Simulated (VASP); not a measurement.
Level of theory: PBEsol GGA, VASP's PBE PAW potentials (set 64) (plane waves; VASP 6.6.1).

VASP ran on this input.

INCAR:
```
SYSTEM = BBi
PREC = Accurate; ENCUT = 620; LREAL = F
LASPH = T
EDIFF = 1E-6; NELM = 100; ALGO = Normal
LMAXMIX = 4
ISMEAR = 1; SIGMA = 0.1
GGA = PS
IBRION = 2; NSW = 40; ISIF = 3
EDIFFG = -0.02; PSTRESS = 200
LWAVE = F; LCHARG = F
```

File KPOINTS:
```
Automatic mesh
0
Gamma
13 13 13
0 0 0
```

### POSCAR
```
BBi
1
    0.0000000000     2.4742041446     2.4742041446
    2.4742041446     0.0000000000     2.4742041446
    2.4742041446     2.4742041446    -0.0000000000
B Bi
1 1
Direct
  0.0000000000   0.0000000000   0.0000000000
  0.5000000000   0.5000000000   0.5000000000
```

POTCAR, in this order: B Bi_d (PBE.64 set). Program: vasp_std.

Unless said otherwise, spin-orbit coupling is left out, though it shifts the bands of the heavy elements here.

Task: Predict the energy per atom (σ→0), volume per atom, band gap (on the k-mesh).

Result: 
```json
{
  "energy per atom (σ→0)": "-4.382 eV/atom",
  "band gap (on the k-mesh)": "none (metal, semimetal or under 0.01 eV)",
  "volume_per_atom": "15.11 Å³/atom"
}
```

### OSZICAR
```
...
   2 F= -.49921564E+01 E0= -.49920041E+01  d E =0.679691E-04
       N       E                     dE             d eps       ncg     rms          rms(c)
DAV:   1    -0.876666324937E+01   -0.12806E-01   -0.41900E-02  2709   0.420E+00    0.208E-01
DAV:   2    -0.876533755479E+01    0.13257E-02   -0.24648E-03  2867   0.108E+00    0.853E-02
DAV:   3    -0.876509749132E+01    0.24006E-03   -0.93383E-04  3271   0.602E-01    0.805E-03
DAV:   4    -0.876509693824E+01    0.55308E-06   -0.21632E-05  2289   0.478E-02    0.511E-03
DAV:   5    -0.876509693637E+01    0.18686E-08   -0.70207E-06  2719   0.415E-02
   3 F= -.49923041E+01 E0= -.49921193E+01  d E =-.797534E-04
```

The structure was generated: BBi was put into the rock salt type (Fm-3m), which need not be its known phase. This run relaxes it under an external pressure of 20 GPa. Symmetry was kept, so distortions that lower it aren't found.
